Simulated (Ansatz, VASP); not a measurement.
## AgPt3 in VASP and in Ansatz

```
Ag Pt
1.0
     3.97649    0.00000    0.00000
     0.00000    3.97649    0.00000
     0.00000    0.00000    3.97649
Ag Pt
1 3
Direct
  0.00000 0.00000 0.00000
  0.00000 0.50000 0.50000
  0.50000 0.00000 0.50000
  0.50000 0.50000 0.00000
```

Change from the starting cell: volume scaled by 1.06, crystal datasets.

Alike in both runs: task electric field gradients; functional LDA; k mesh 9 × 9 × 9; occupations fermi-dirac, width 0.08 eV; no spin polarisation.

|  | VASP | Ansatz |
| --- | --- | --- |
| version | VASP 6.6.1 | Ansatz 0.2.0 |
| potentials or method | VASP PAW LDA potentials, release 64 (Ag, Pt), cutoff 520 eV | all-electron PAW with datasets made for the crystal, scalar-relativistic |

```csv
,VASP,Ansatz,Ansatz less VASP
pressure (GPa),-10.8,-11.3,-0.47
Vzz of the field gradient on the site that differs most (V/Å²),-10.0,14.6,+24.68
```

Ansatz ran all-electron here, so the differences hold the error of VASP's frozen core and of both bases. Ansatz warned: «gradients_without_spin_orbit».

The runs have no spin-orbit coupling, so splittings on Pt are missing.
